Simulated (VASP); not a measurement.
# Ba2LaReF6 (Fm-3m) in VASP: further runs

Runs on Ba2LaReF6. Level: r2SCAN. Tasks: single point.

Program: VASP 6.6.1. These are calculated values, not measurements. Logs are shortened: lines on timing, memory, paths and dates and some standing lists are left out, and cuts for length are marked.

## (1) The structure

It takes space group Fm-3m (No. 225, cubic). The conventional cell has a = 8.971 Å, b = 8.971 Å, c = 8.971 Å, α = 90.00°, β = 90.00°, γ = 90.00°. Around La (site symmetry m-3m) lie 6 F at 2.29 Å. Ba (site symmetry -43m) is surrounded by 12 F at 3.17 Å. Re (site symmetry m-3m) has 6 F at 2.19 Å as nearest neighbours. F (site symmetry 4mm) is surrounded by 1 Re at 2.19 Å and 1 La at 2.29 Å.

The cell was built by a generator and needn't be a form met in nature.

## (2) Single point, r2SCAN

Contents of POSCAR:

```
Ba2LaReF6
1.0
    0.0000000000      4.4857096474      4.4857096474
    4.4857096474      0.0000000000      4.4857096474
    4.4857096474      4.4857096474      0.0000000000
La Ba Re F
1 2 1 6
Direct
    0.5000000000      0.5000000000      0.5000000000
    0.2500000000      0.2500000000      0.2500000000
    0.7500000000      0.7500000000      0.7500000000
    0.0000000000      0.0000000000      0.0000000000
    0.7555440426      0.2444559574      0.2444559574
    0.2444559574      0.7555440426      0.2444559574
    0.2444559574      0.7555440426      0.7555440426
    0.7555440426      0.2444559574      0.7555440426
    0.2444559574      0.2444559574      0.7555440426
    0.7555440426      0.7555440426      0.2444559574
```

Contents of INCAR.step1:

```
PREC = Accurate ; ENCUT = 520
ISMEAR = -1 ; SIGMA = 0.05
LREAL = F ; LASPH = T
NELM = 100 ; NBANDS = 51
GGA = PE ; ALGO = Normal
EDIFF = 1E-4 ; LWAVE = T
LCHARG = F
```

Contents of INCAR.step2:

```
PREC = Accurate ; ENCUT = 520
EDIFF = 1E-7 ; ISMEAR = -1
SIGMA = 0.05 ; LREAL = F
LASPH = T ; NELM = 100
ALGO = Normal ; ISIF = 2
LWAVE = F ; LCHARG = T
METAGGA = R2SCAN ; LMIXTAU = T
LELF = T ; LVHAR = T
NBANDS = 51 ; ISTART = 1
```

Contents of KPOINTS:

```
regular mesh
0
Gamma
  5 5 5
```

Potentials or basis: VASP PAW PBE potentials, release 64 (La, Ba_sv, Re, F).

Launch:

```console
$ cat potpaw_PBE.64/La/POTCAR potpaw_PBE.64/Ba_sv/POTCAR potpaw_PBE.64/Re/POTCAR potpaw_PBE.64/F/POTCAR > POTCAR
$ cp INCAR.step1 INCAR
$ mpirun -np 1 vasp_std > vasp.out
$ cp INCAR.step2 INCAR
$ mpirun -np 1 vasp_std > vasp.out
```

OUTCAR:

```text
PREC = Accurate
   ENCUT = 520
   EDIFF = 1E-7
   ISMEAR = -1
   LREAL = F
   LASPH = T
   NELM = 100
   ISIF = 2
   METAGGA = R2SCAN
   ISTART = 1

 ion  position               nearest neighbor table
   1  0.500  0.500  0.500-   5 2.29   6 2.29   7 2.29   8 2.29   9 2.29  10 2.29   2 3.88   2 3.88
                             2 3.88   3 3.88   2 3.88   3 3.88   3 3.88   3 3.88
   2  0.250  0.250  0.250-   5 3.17   8 3.17  10 3.17   6 3.17   7 3.17  10 3.17   7 3.17   8 3.17
                             9 3.17   5 3.17   6 3.17   9 3.17   1 3.88   4 3.88   4 3.88   4 3.88
   3  0.750  0.750  0.750-   7 3.17   8 3.17  10 3.17   5 3.17   6 3.17  10 3.17   5 3.17   8 3.17
                             9 3.17   6 3.17   7 3.17   9 3.17   4 3.88   1 3.88   1 3.88   4 3.88
   4  0.000  0.000  0.000-   5 2.19   6 2.19   7 2.19   8 2.19   9 2.19  10 2.19   3 3.88   3 3.88
                             2 3.88   3 3.88   3 3.88   2 3.88   2 3.88   2 3.88
   5  0.756  0.244  0.244-   4 2.19   1 2.29   3 3.17   2 3.17   3 3.17   2 3.17
   6  0.244  0.756  0.244-   4 2.19   1 2.29   3 3.17   2 3.17   3 3.17   2 3.17
   7  0.244  0.756  0.756-   4 2.19   1 2.29   3 3.17   3 3.17   2 3.17   2 3.17
   8  0.756  0.244  0.756-   4 2.19   1 2.29   3 3.17   3 3.17   2 3.17   2 3.17
   9  0.244  0.244  0.756-   4 2.19   1 2.29   3 3.17   2 3.17   3 3.17   2 3.17
  10  0.756  0.756  0.244-   4 2.19   1 2.29   3 3.17   3 3.17   2 3.17   2 3.17

  LATTYP: Found a face centered cubic cell.
 ALAT       =     8.9714192948

  Lattice vectors:

 A1 = (   0.0000000000,   4.4857096474,   4.4857096474)
 A2 = (   4.4857096474,   0.0000000000,   4.4857096474)
 A3 = (   4.4857096474,   4.4857096474,   0.0000000000)

Analysis of symmetry for initial positions (statically):
=====================================================================
 Subroutine PRICEL returns:
 Original cell was already a primitive cell.

 Routine SETGRP: Setting up the symmetry group for a
 face centered cubic supercell.

 Subroutine GETGRP returns: Found 48 space group operations
 (whereof 48 operations were pure point group operations)
 out of a pool of 48 trial point group operations.

The static configuration has the point symmetry O_h .

Analysis of symmetry for dynamics (positions and initial velocities):
=====================================================================
 Subroutine PRICEL returns:
 Original cell was already a primitive cell.

 Routine SETGRP: Setting up the symmetry group for a
 face centered cubic supercell.

 Subroutine GETGRP returns: Found 48 space group operations
[... 114 lines left out ...]
   PSTRESS=    0.0 pullay stress
   NELECT =      80.0000    total number of electrons
   NUPDOWN=      -1.0000    fix difference up-down
   EMIN   =  10.00;   EMAX   =-10.00  energy-range for DOS
   EFERMI =   0.00;   METHOD = LEGACY
   ISMEAR =    -1;   SIGMA  =   0.05  broadening in eV -4-tet -1-fermi 0-gaus
   EFERMI_NEDOS =   21; number of points for ismear=-14 and -15
   IALGO  =     38    algorithm
   IMIX   =      4    mixing-type and parameters
     AMIX     =   0.40;   BMIX     =  1.00
     AMIX_MAG =   1.60;   BMIX_MAG =  1.00
  volume/ion in A,a.u.               =      18.05       121.82
  Fermi-wavevector in a.u.,A,eV,Ry     =   1.248141  2.358645 21.195919  1.557856
  Thomas-Fermi vector in A             =   2.382241
   LORBIT       =      0    0 simple, 1 ext, 2 COOP (PROOUT), +10 PAW based schemes
   METAGGA = R2SCAN    functional components
   LHFCALC =     F    Hartree Fock is set to
   AEXX    =    0.0000 exact exchange contribution
   IVDW    =     0    specifies the selected vdW correction
   LEPSILON=     F    determine dielectric tensor
   LRPA    =     F    only Hartree local field effects (RPA)
 non-spin polarized calculation
  energy-cutoff  :      520.00
  volume of cell :      180.52
 maximum number of plane-waves:      4909
   NGX = 23   NGY = 23   NGZ = 23

 number of electron      79.9999952 magnetization

 Free energy of the ion-electron system (eV)
  ---------------------------------------------------
  ext. energy  EPLUGINS =         0.00000000
  ---------------------------------------------------
  free energy    TOTEN  =      -176.34076010 eV

  energy without entropy =     -176.28388073  energy(sigma->0) =     -176.31232041

 E-fermi :   6.8934     XC(G=0): -10.3145

 val. band max:        6.8872465685   @ k =   0.4000   0.4000   0.0000
 cond. band min:       6.9108773155   @ k =   0.4000   0.2000   0.0000
 fundamental gap:      0.0236307470
 Fermi energy:         6.8933668949

 k-point     1 :       0.0000    0.0000    0.0000
  band No.  band energies     occupation
      1     -29.1519      2.00000
      2     -24.6196      2.00000
      3     -24.5537      2.00000
      4     -22.0904      2.00000
      5     -22.0904      2.00000
      6     -22.0904      2.00000
[... 529 lines left out ...]
     50       7.9245      0.00000
     51       7.9468      0.00000

------------------------ aborting loop because EDIFF is reached ----------------------------------------

  FORCE on cell =-STRESS in cart. coord.  units (eV):
  Direction    XX          YY          ZZ          XY          YZ          ZX
  --------------------------------------------------------------------------------------
  -------------------------------------------------------------------------------------
  Total        5.8830346      5.8830346      5.8830346      0.0000000      0.0000000     -0.0000000
  in kB       52.2141860     52.2141860     52.2141860      0.0000000      0.0000000     -0.0000000
  external PRESSURE =      52.2141860 kB  Pullay stress =       0.0000000 kB

 VOLUME and BASIS-vectors are now :
 -----------------------------------------------------------------------------
  energy-cutoff  :      520.00
  volume of cell :      180.52
      direct lattice vectors                 reciprocal lattice vectors
     0.000000000  4.485709647  4.485709647    -0.111465083  0.111465083  0.111465083
     4.485709647  0.000000000  4.485709647     0.111465083 -0.111465083  0.111465083
     4.485709647  4.485709647  0.000000000     0.111465083  0.111465083 -0.111465083

 POSITION                                       TOTAL-FORCE (eV/Angst)
 -----------------------------------------------------------------------------------
      4.48571      4.48571      4.48571         0.000000     -0.000000     -0.000000
      2.24285      2.24285      2.24285         0.000000     -0.000000     -0.000000
      6.72856      6.72856      6.72856         0.000000     -0.000000     -0.000000
      0.00000      0.00000      0.00000         0.000000     -0.000000     -0.000000
      2.19312      4.48571      4.48571         0.119448     -0.000000     -0.000000
      4.48571      2.19312      4.48571         0.000000      0.119448     -0.000000
      6.77830      4.48571      4.48571        -0.119448     -0.000000     -0.000000
      4.48571      6.77830      4.48571         0.000000     -0.119448     -0.000000
      4.48571      4.48571      2.19312         0.000000     -0.000000      0.119448
      4.48571      4.48571      6.77830         0.000000     -0.000000     -0.119448
 -----------------------------------------------------------------------------------
    total drift:                               -0.000000     -0.000000     -0.000000

  FREE ENERGIE OF THE ION-ELECTRON SYSTEM (eV)
  ---------------------------------------------------
  free  energy   TOTEN  =      -176.3407600968 eV

  energy  without entropy=     -176.2838807276  energy(sigma->0) =     -176.31232041
```

OSZICAR.step1:

```text
N       E                     dE             d eps       ncg     rms          rms(c)
DAV:   1     0.940518704403E+03    0.94052E+03   -0.36566E+04  1548   0.197E+03
[... 17 lines left out ...]
DAV:  19    -0.522149517643E+02    0.16948E-01   -0.39073E-02  1808   0.150E+00    0.153E-01
DAV:  20    -0.522171291030E+02   -0.21773E-02   -0.58698E-03  1847   0.466E-01    0.218E-01
DAV:  21    -0.522176260373E+02   -0.49693E-03   -0.51699E-04  1328   0.124E-01    0.238E-01
DAV:  22    -0.522159950663E+02    0.16310E-02   -0.12063E-03  1584   0.274E-01    0.166E-01
DAV:  23    -0.522147048973E+02    0.12902E-02   -0.48525E-03  1832   0.489E-01    0.184E-02
DAV:  24    -0.522148323047E+02   -0.12741E-03   -0.10064E-03  1669   0.173E-01    0.440E-02
DAV:  25    -0.522147615502E+02    0.70754E-04   -0.23030E-04  1072   0.138E-01
   1 F= -.52214762E+02 E0= -.52188826E+02  d E =-.518709E-01
```

It took 19 min on 1 thread of AMD EPYC 7R43 (Zen 3), shared host; peak memory 0.39 GiB.

Results:

```yaml
Free_energy: -176.3408 eV
Pressure: 5.2 GPa
Largest_force: 0.119 eV/Å
Band_gap_on_the_k_mesh: none (metal or under the smearing width)
```

Forces on the atoms (eV/Å):
```
La   0.000  0.000  0.000
Ba   0.000  0.000  0.000
Ba   0.000  0.000  0.000
Re   0.000  0.000  0.000
F    0.119  0.000  0.000
F    0.000  0.119  0.000
F   -0.119  0.000  0.000
F    0.000 -0.119  0.000
F    0.000  0.000  0.119
F    0.000  0.000 -0.119
```

Caveat: the PAW data sets were made with another functional, which shifts forces and pressure a little.

(Part 1 of 2 ends here.)
